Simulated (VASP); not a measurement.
```
InAs
1.0
    0.00000     3.02565     3.02565
    3.02565     0.00000     3.02565
    3.02565     3.02565     0.00000
In As
1 1
Direct
  0.00000   0.00000   0.00000
  0.25000   0.25000   0.25000
```

Computed with vdW-DF-cx, VASP's PBE PAW potentials (set 64) (plane waves; VASP). Numerical set-up: 520 eV cut-off, 10×10×10 Γ-centred mesh, first-order Methfessel-Paxton smearing of 0.10 eV, potentials In_d As.

Give the stress tensor in GPa (positive for a compressed cell).

```
1.74  0.00  0.00
0.00  1.74  0.00
0.00  0.00  1.74
```
The pressure is its mean diagonal, 1.74 GPa.

The compound is InAs in the zinc blende structure. This cell is one point of a volume scan, at 0.97 of the reference volume.
